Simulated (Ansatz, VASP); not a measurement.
BeAl2 in VASP and in Ansatz

The input INCAR:

```
PREC = Accurate
ENCUT = 520
EDIFF = 1E-6
ISMEAR = 0
SIGMA = 0.1
LREAL = F
LASPH = T
NELM = 80
ALGO = Normal
ISIF = 2
LWAVE = F
LCHARG = F
GGA = PE
NBANDS = 22
```

The input KPOINTS:

```
Automatic mesh
0
Gamma
  6 6 4
```

POSCAR

```
BeAl2
1.0
    5.3696683710      0.0000000000      0.0000000000
   -2.6848341856      4.6502692193      0.0000000000
    0.0000000000      0.0000000000      5.8956790346
Be Al
3 6
Direct
    0.5000000000      0.0000000000      0.0000000000
    0.5000000000      0.5000000000      0.3333333333
    0.0000000000      0.5000000000      0.6666666667
    0.2110000000      0.4220000000      0.5000000000
    0.7890000000      0.2110000000      0.8333333333
    0.5780000000      0.7890000000      0.1666666667
    0.7890000000      0.5780000000      0.5000000000
    0.2110000000      0.7890000000      0.8333333333
    0.4220000000      0.2110000000      0.1666666667
```

Input for Ansatz:

```yaml
crystal:
  lattice:
    - [5.369668371, 0.0, 0.0]
    - [-2.6848341856, 4.6502692193, 0.0]
    - [0.0, 0.0, 5.8956790346]
  atoms:
    - { symbol: Be, position: [0.5, 0.0, 0.0] }
    - { symbol: Be, position: [0.5, 0.5, 0.3333333333] }
    - { symbol: Be, position: [0.0, 0.5, 0.6666666667] }
    - { symbol: Al, position: [0.211, 0.422, 0.5] }
    - { symbol: Al, position: [0.789, 0.211, 0.8333333333] }
    - { symbol: Al, position: [0.578, 0.789, 0.1666666667] }
    - { symbol: Al, position: [0.789, 0.578, 0.5] }
    - { symbol: Al, position: [0.211, 0.789, 0.8333333333] }
    - { symbol: Al, position: [0.422, 0.211, 0.1666666667] }
basis:
  ecutwfc: 420
kpoints:
  mp_grid: { grid: [6, 6, 4] }
hamiltonian:
  xc: pbe
scf:
  occupations: { method: gaussian, width: 0.1 }
  lower_state_search: "off"
output:
  forces: true
  stress: true
  eigenvalues: true
```

Alike in both runs: task single point; functional PBE; k mesh 6 × 6 × 4; occupations gaussian, width 0.1 eV; no spin polarisation.

|  | VASP | Ansatz |
| --- | --- | --- |
| version | VASP 6.6.1 | Ansatz 0.2.0 |
| potentials or method | VASP PAW PBE potentials, release 64 (Be, Al) | scalar-relativistic, plane waves, PAW |
| plane-wave cutoff (eV) | 520 | 420 |
| valence electrons in the cell | 24 | 24 |

Ansatz gave:

| Quantity | Value |
| --- | --- |
| gap on the k mesh at the Fermi level (eV) | none |
| rms of the force components (eV/Å) | 1.214 |

Task: Which values does VASP return?

Result: gap on the k mesh at the Fermi level (eV): none; rms of the force components (eV/Å): 1.227.

Atom by atom the forces differ by 0.013 eV/Å (rms over components). A gap of «none» marks a metal or a gap that the smearing closes. With one functional, cell and mesh, what is left measures potentials, basis and numerics.

Caveats: forces of over 1 eV/Å show positions far from the minimum, so gaps and moduli don't describe the material at rest.
